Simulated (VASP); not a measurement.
Energy against volume of HfN (rock salt). Calculation: revTPSS meta-GGA, VASP's PBE PAW potentials (set 64) (plane waves; VASP 6.6.1). Run with 520 eV cut-off, 14×14×14 Γ-centred mesh, first-order Methfessel-Paxton smearing of 0.10 eV, potentials Hf_pv N.

```json
[
 {"V (Å³/atom)": "11.129", "E (eV/atom)": "6.72802"},
 {"V (Å³/atom)": "11.473", "E (eV/atom)": "6.71802"},
 {"V (Å³/atom)": "11.817", "E (eV/atom)": "6.72635"},
 {"V (Å³/atom)": "12.161", "E (eV/atom)": "6.75030"}
]
```

Problem. Fit these four points and predict the energy of the run at 10.785 Å³/atom.

Solution. A cubic in V^(−2/3), the third-order Birch-Murnaghan form, passes through the four points with V0 = 11.48 Å³/atom and B0 = 283 GPa, and gives 6.7596 eV/atom there. The run gave 6.7595 eV/atom, -0.1 meV/atom from the fit; all five points give B0 = 283 GPa.

The compound is HfN in the rock salt structure. It was relaxed first.
